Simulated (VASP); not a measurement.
Output of a VASP run:

File OSZICAR:
```
       N       E                     dE             d eps       ncg     rms          rms(c)
DAV:   1     0.881535666048E+02    0.88154E+02   -0.58335E+03   260   0.955E+02
DAV:   2     0.414146756748E-02   -0.88149E+02   -0.81554E+02   260   0.223E+02
DAV:   3    -0.557424210866E+01   -0.55784E+01   -0.55018E+01   360   0.632E+01
DAV:   4    -0.576630970102E+01   -0.19207E+00   -0.19197E+00   297   0.114E+01
DAV:   5    -0.577170034476E+01   -0.53906E-02   -0.53904E-02   353   0.193E+00    0.518E+00
DAV:   6    -0.569313931257E+01    0.78561E-01   -0.35028E+00   268   0.503E+01    0.340E+00
DAV:   7    -0.555230688367E+01    0.14083E+00   -0.77787E-01   275   0.297E+01    0.171E+00
DAV:   8    -0.555544156989E+01   -0.31347E-02   -0.51566E-02   389   0.372E+00    0.475E-01
DAV:   9    -0.555225284822E+01    0.31887E-02   -0.15082E-02   316   0.362E+00    0.159E-01
DAV:  10    -0.555243327602E+01   -0.18043E-03   -0.77585E-04   310   0.211E-01    0.586E-02
DAV:  11    -0.555245347067E+01   -0.20195E-04   -0.38992E-04   315   0.573E-01    0.351E-02
DAV:  12    -0.555245044399E+01    0.30267E-05   -0.30827E-05   397   0.101E-01    0.294E-02
DAV:  13    -0.555244805405E+01    0.23899E-05   -0.39856E-06   347   0.504E-02    0.149E-02
DAV:  14    -0.555244766282E+01    0.39123E-06   -0.88227E-06   376   0.838E-02
   1 F= -.55524477E+01 E0= -.55524477E+01  d E =-.890919E-13
```

**OUTCAR**
```
------------------------ aborting loop because EDIFF is reached ----------------------------------------
  FORCE on cell =-STRESS in cart. coord.  units (eV):
  Direction    XX          YY          ZZ          XY          YZ          ZX
  --------------------------------------------------------------------------------------
  Total        0.0402384      0.0402384      0.0402384      0.0000000      0.0000000      0.0000000
  in kB        1.1645166      1.1645166      1.1645166      0.0000000      0.0000000      0.0000000
  external PRESSURE =       1.1645166 kB  Pullay stress =       0.0000000 kB
  volume of cell :       55.36
      direct lattice vectors                 reciprocal lattice vectors
     0.000000000  3.025000000  3.025000000    -0.165289256  0.165289256  0.165289256
     3.025000000  0.000000000  3.025000000     0.165289256 -0.165289256  0.165289256
     3.025000000  3.025000000  0.000000000     0.165289256  0.165289256 -0.165289256
  FREE ENERGIE OF THE ION-ELECTRON SYSTEM (eV)
  ---------------------------------------------------
  free  energy   TOTEN  =        -5.5524476628 eV

  energy  without entropy=       -5.5524476628  energy(sigma->0) =       -5.55244766
```
(Selected blocks of OUTCAR.)

File POSCAR:
```
CuI
1
    0.0000000000     3.0250000000     3.0250000000
    3.0250000000     0.0000000000     3.0250000000
    3.0250000000     3.0250000000     0.0000000000
Cu I
1 1
Direct
  0.0000000000   0.0000000000   0.0000000000
  0.2500000000   0.2500000000   0.2500000000
```

Reconstruct the remaining input files.

This is not unique; one that fits is the input of the run itself, PBE GGA, plane waves, VASP's PBE PAW potentials (set 64).

File KPOINTS:
```
Automatic mesh
0
gamma
 5 5 5
0 0 0
```

**INCAR**
```
SYSTEM = CuI
PREC = Accurate
ENCUT = 300
EDIFF = 1E-6
NELM = 100
ALGO = Normal
LREAL = .FALSE.
LASPH = .TRUE.
ISMEAR = -1
SIGMA = 0.01
GGA = PE
LMAXMIX = 4
LWAVE = .FALSE.
LCHARG = .FALSE.
ISIF = 2
```

POTCAR, in this order: Cu I (PBE.64 set). Program: vasp_std.

At this cut-off the stress carries a Pulay error, which pulls relaxed volumes low.

The structure is a typed CuI crystal. The cell was not relaxed at this level.
